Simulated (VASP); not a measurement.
Calculation: rev-vdW-DF2, VASP's PBE PAW potentials (set 64) (plane waves; VASP).

Input for VASP

**KPOINTS**
```
Regular mesh
0
Gamma
 7 7 5
0 0 0
```

### INCAR
```
# general
SYSTEM   = PtS2
PREC     = Accurate
ENCUT    = 520
LREAL    = F
LASPH    = T

# electronic loop
EDIFF    = 1E-7
NELM     = 100
ALGO     = Normal
LMAXMIX  = 6

# smearing
ISMEAR   = 0
SIGMA    = 0.05

# functional
GGA      = MK
LUSE_VDW = T
AGGAC    = 0.0
PARAM1   = 0.1234568
PARAM2   = 0.7114
ZAB_VDW  = -1.8867

# ions
IBRION   = 2
NSW      = 30
ISIF     = 4
EDIFFG   = -0.01

# output
LWAVE    = F
LCHARG   = F
```

### POSCAR
```
PtS2
1
    1.8111992368    -3.1370891748     0.0000000000
    1.8111992368     3.1370891748     0.0000000000
    0.0000000000     0.0000000000     4.9166246132
Pt S
1 2
Direct
  0.0000000000   0.0000000000   0.0000000000
  0.3333330000   0.6666670000   0.2507925845
  0.6666670000   0.3333330000   0.7492074155
```

POTCAR, in this order: Pt S (PBE.64 set). Program: vasp_std.

Question: Estimate the energy per atom (σ→0).

Answer: 
| Item | Value |
|---|---|
| energy per atom (σ→0) | -3.596 eV/atom |

File OSZICAR:
```
...
DAV:   1    -0.107889705562E+02   -0.14724E-02   -0.67607E-02   981   0.190E+00    0.236E-01
DAV:   2    -0.107879346297E+02    0.10359E-02   -0.35533E-03  1051   0.520E-01    0.123E-01
DAV:   3    -0.107877585333E+02    0.17610E-03   -0.52786E-04  1114   0.207E-01    0.507E-02
DAV:   4    -0.107877074036E+02    0.51130E-04   -0.15325E-04  1114   0.896E-02    0.260E-02
DAV:   5    -0.107877048281E+02    0.25754E-05   -0.16195E-05  1163   0.300E-02    0.876E-03
DAV:   6    -0.107877049795E+02   -0.15134E-06   -0.17998E-06  1273   0.105E-02    0.425E-03
DAV:   7    -0.107877049951E+02   -0.15590E-07   -0.19575E-07   718   0.465E-03
   6 F= -.10787705E+02 E0= -.10787705E+02  d E =-.128388E-02
```

The compound is PtS2 in the 1T layered structure. This cell is one point of a volume scan, at 1.03 of the reference volume. Symmetry was kept, so distortions that lower it aren't found.
